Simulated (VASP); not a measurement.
All values below come from PBE GGA, VASP's PBE PAW potentials (set 64) (plane waves; VASP).

The input files of a VASP run:

**POSCAR**
```
GaSb
1
    0.0000000000     3.1061202464     3.1061202464
    3.1061202464    -0.0000000000     3.1061202464
    3.1061202464     3.1061202464     0.0000000000
Ga Sb
1 1
Direct
  0.0000000000   0.0000000000   0.0000000000
  0.2500000000   0.2500000000   0.2500000000
```

### KPOINTS
```
Automatic mesh
0
Gamma
9 9 9
0 0 0
```

INCAR:
```
# general
SYSTEM   =  GaSb
PREC     =  Accurate
ENCUT    =  400
LREAL    =  .FALSE.
LASPH    =  .TRUE.

# electronic loop
EDIFF    =  1E-6
NELM     =  100
ALGO     =  Normal
LMAXMIX  =  4

# smearing
ISMEAR   =  1
SIGMA    =  0.1

# functional
GGA      =  PE

# ions
IBRION   =  2
NSW      =  60
ISIF     =  3
EDIFFG   =  -0.01

# output
LWAVE    =  .FALSE.
LCHARG   =  .FALSE.
```

POTCAR, in this order: Ga_d Sb (PBE.64 set). Program: vasp_std.

The resulting files:

OSZICAR:
```
       N       E                     dE             d eps       ncg     rms          rms(c)
DAV:   1     0.722499857333E+02    0.72250E+02   -0.77971E+03   910   0.146E+03
DAV:   2    -0.240630744449E+01   -0.74656E+02   -0.72637E+02  1005   0.280E+02
DAV:   3    -0.733048391781E+01   -0.49242E+01   -0.48950E+01  1160   0.665E+01
DAV:   4    -0.741445295781E+01   -0.83969E-01   -0.83948E-01  1012   0.988E+00
DAV:   5    -0.741680846087E+01   -0.23555E-02   -0.23555E-02  1218   0.143E+00    0.301E+00
DAV:   6    -0.737777972117E+01    0.39029E-01   -0.71262E-02  1255   0.460E+00    0.181E+00
DAV:   7    -0.736728292140E+01    0.10497E-01   -0.39555E-02  1030   0.183E+00    0.341E-01
DAV:   8    -0.736820277583E+01   -0.91985E-03   -0.47578E-03  1113   0.943E-01    0.685E-02
DAV:   9    -0.736867246132E+01   -0.46969E-03   -0.67697E-04  1003   0.239E-01    0.323E-02
DAV:  10    -0.736873503595E+01   -0.62575E-04   -0.72010E-05  1070   0.551E-02    0.101E-02
DAV:  11    -0.736875027284E+01   -0.15237E-04   -0.25640E-05   970   0.441E-02    0.382E-03
DAV:  12    -0.736875151553E+01   -0.12427E-05   -0.18951E-06  1005   0.100E-02    0.155E-03
DAV:  13    -0.736875126736E+01    0.24817E-06   -0.89517E-08   510   0.281E-03
   1 F= -.73687513E+01 E0= -.73687445E+01  d E =-.736875E+01
```

File OUTCAR:
```
------------------------ aborting loop because EDIFF is reached ----------------------------------------
  FORCE on cell =-STRESS in cart. coord.  units (eV):
  Direction    XX          YY          ZZ          XY          YZ          ZX
  --------------------------------------------------------------------------------------
  Total       -0.0138593     -0.0138593     -0.0138593      0.0000000      0.0000000      0.0000000
  in kB       -0.3704817     -0.3704817     -0.3704817      0.0000000      0.0000000      0.0000000
  external PRESSURE =      -0.3704817 kB  Pullay stress =       0.0000000 kB
  volume of cell :       59.94
      direct lattice vectors                 reciprocal lattice vectors
     0.000000000  3.106120246  3.106120246    -0.160972519  0.160972519  0.160972519
     3.106120246  0.000000000  3.106120246     0.160972519 -0.160972519  0.160972519
     3.106120246  3.106120246  0.000000000     0.160972519  0.160972519 -0.160972519
  FREE ENERGIE OF THE ION-ELECTRON SYSTEM (eV)
  ---------------------------------------------------
  free  energy   TOTEN  =        -7.3687512674 eV

  energy  without entropy=       -7.3687309100  energy(sigma->0) =       -7.36874448

 reached required accuracy - stopping structural energy minimisation
```
(Selected blocks of OUTCAR.)

The compound is GaSb in the zinc blende structure. It was relaxed first, which changed the volume by +6 %. The start is the result of an earlier pass.
